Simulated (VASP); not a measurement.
Runs of VASP 6.6.1 on Mg. All rows change the cell; the cell of one of them follows. The structure is hexagonal, space group P6_3/mmc (No. 194). The conventional cell has a = 2.953 Å, b = 2.953 Å, c = 5.627 Å, α = 90.00°, β = 90.00°, γ = 120.00°. Mg (site symmetry -6m2) has 12 Mg at 2.95 to 3.29 Å as nearest neighbours. 

| cell | gap on the mesh (eV) | pressure (GPa) |
| --- | --- | --- |
| strain -0.080 along x and y, +0.080 along z, atoms carried along | none | 1.9 |
| strain +0.080 along x and y, -0.080 along z, atoms carried along | none | (a) |
| strain +0.000 along x and y, +0.080 along z, atoms carried along | none | -4.4 |
| strain -0.080 along x and y, -0.080 along z, atoms carried along | none | 9.8 |

Alike in all rows: task single point; level LDA; potentials or basis VASP PAW LDA potentials, release 64 (Mg); no spin polarisation; k mesh 18 × 18 × 10; cutoff (eV) 520; smearing gaussian 0.15 eV.

Q: Fill in the values left out.

A: (a) -3.8.

A gap of «none» marks a metal or a gap under the smearing width.
